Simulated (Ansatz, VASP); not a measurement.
**Two plane-wave programs on KHfO2**

Contents of INCAR:

```
ALGO = Normal
EDIFF = 1E-6
ENCUT = 520
GGA = PE
ISIF = 2
ISMEAR = 0
LASPH = True
LCHARG = False
LREAL = False
LWAVE = False
NBANDS = 24
NELM = 60
PREC = Accurate
SIGMA = 0.1
```

The input KPOINTS:

```
k-points
0
Gamma
  6 6 2
```

File POSCAR:

```
KHfO2
1.0
    2.9940378500      0.0000000000      0.0000000000
    0.0000000000      2.9940378500      0.0000000000
    0.0000000000      0.0000000000      8.1384649000
K Hf O
1 1 2
Direct
    0.0000000000      0.0000000000      0.0000000000
    0.0000000000      0.0000000000      0.5000000000
    0.5000000000      0.5000000000      0.2459090100
    0.5000000000      0.5000000000      0.7540909900
```

Input for Ansatz:

```yaml
crystal:
  lattice:
    - [2.99403785, 0.0, 0.0]
    - [0.0, 2.99403785, 0.0]
    - [0.0, 0.0, 8.1384649]
  atoms:
    - { symbol: K, position: [0.0, 0.0, 0.0] }
    - { symbol: Hf, position: [0.0, 0.0, 0.5] }
    - { symbol: O, position: [0.5, 0.5, 0.24590901] }
    - { symbol: O, position: [0.5, 0.5, 0.75409099] }
basis:
  ecutwfc: 420
kpoints:
  mp_grid: { grid: [6, 6, 2] }
hamiltonian:
  xc: pbe
scf:
  occupations: { method: gaussian, width: 0.1 }
  lower_state_search: "off"
output:
  forces: true
  stress: true
  eigenvalues: true
```

Change from the starting cell: species swapped into the FeNiPt2 type (P4/mmm, No. 123).

Alike in both runs: task single point; functional PBE; k mesh 6 × 6 × 2; occupations gaussian, width 0.1 eV; no spin polarisation.

|  | VASP | Ansatz |
| --- | --- | --- |
| version | VASP 6.6.1 | Ansatz 0.2.0 |
| potentials or method | VASP PAW PBE potentials, release 64 (K_sv, Hf_pv, O) | scalar-relativistic, plane waves, PAW |
| plane-wave cutoff (eV) | 520 | 420 |
| valence electrons in the cell | 31 | 47 |

VASP gave:

```
gap on the k mesh at the Fermi level (eV)       : none
pressure (GPa)                                  : -16.8
largest component of the traceless stress (GPa) : 27.44
rms of the force components (eV/Å)              : 1.359
```

Question: Estimate Ansatz's values.

Answer: gap on the k mesh at the Fermi level (eV): none; pressure (GPa): -16.6; largest component of the traceless stress (GPa): 27.67; rms of the force components (eV/Å): 1.355.

Atom by atom the forces differ by 0.004 eV/Å (rms over components). A gap of «none» marks a metal or a gap that the smearing closes. The functional is the same, so the differences come from potentials, cutoffs and numerics. The two sets of potentials don't hold the same shells in valence.

Caveats: the k mesh is coarse (spacing up to 0.39 Å⁻¹), so the values aren't converged; so large a pressure means that the cell lies far from this level's equilibrium, or that cutoff or potentials fall short (VASP); an odd number of electrons without spin polarisation forces a metal; a magnetic or distorted state may lie lower. The runs have no spin-orbit coupling, so splittings on Hf are missing.
